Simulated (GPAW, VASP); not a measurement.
An input for GPAW (PBEsol, GPAW PAW datasets PBEsol (made by gpaw-setup)):

```
from ase import Atoms
from ase.units import GPa
from gpaw import GPAW, PW

atoms = Atoms(['Sr', 'As', 'As', 'Ru', 'Ru'],
              cell=[[-2.087405, 2.087405, 5.700480],
                    [2.087405, -2.087405, 5.700480],
                    [2.087405, 2.087405, -5.700480]],
              scaled_positions=[[0.000000, 0.000000, 0.000000],
                                [0.643220, 0.643220, 0.000000],
                                [0.356780, 0.356780, 0.000000],
                                [0.250000, 0.750000, 0.500000],
                                [0.750000, 0.250000, 0.500000]],
              pbc=True)

calc = GPAW(mode=PW(550),
            xc='PBEsol',
            kpts={'size': (6, 6, 6), 'gamma': True},
            occupations={'name': 'methfessel-paxton', 'width': 0.05, 'order': 0},
            nbands=-11,
            convergence={'forces': 0.001},
            symmetry={'symmorphic': False, 'tolerance': 0.0005},
            maxiter=120,
            txt='-')

atoms.calc = calc

energy = atoms.get_potential_energy()
print('Energy (eV):', round(energy, 6))
forces = atoms.get_forces()
print('Forces (eV/Ang):')
print(forces.round(5))
stress = atoms.get_stress()
print('Stress (GPa, Voigt):', (stress / GPa).round(4))
```

Problem. Translate it to VASP.

Solution. One set of files that does it:

### INCAR
```
SYSTEM = Sr(AsRu)2
PREC = Accurate
ENCUT = 300
EDIFF = 1E-6
NELM = 100
ALGO = Normal
LREAL = .FALSE.
LASPH = .TRUE.
ISMEAR = 0
SIGMA = 0.05
GGA = PS
LMAXMIX = 4
LWAVE = .FALSE.
LCHARG = .FALSE.
ISIF = 2
```

### KPOINTS
```
Automatic mesh
0
Gamma
6 6 6
0 0 0
```

### POSCAR
```
Sr(AsRu)2
1
   -2.0874050000     2.0874050000     5.7004800000
    2.0874050000    -2.0874050000     5.7004800000
    2.0874050000     2.0874050000    -5.7004800000
Sr As Ru
1 2 2
Direct
  0.0000000000   0.0000000000   0.0000000000
  0.6432200000   0.6432200000   0.0000000000
  0.3567800000   0.3567800000   0.0000000000
  0.2500000000   0.7500000000   0.5000000000
  0.7500000000   0.2500000000   0.5000000000
```

POTCAR, in this order: Sr_sv As Ru_pv (PBE.64 set). Program: vasp_std.

The two runs describe the same crystal, functional and task. Each code takes its own potentials, basis and convergence tests.

The structure comes from a computed database's Ru2SrAs2 entry (I4/mmm); how it stands against other phases isn't given here. The cell was not relaxed at this level, and it may have been scaled.
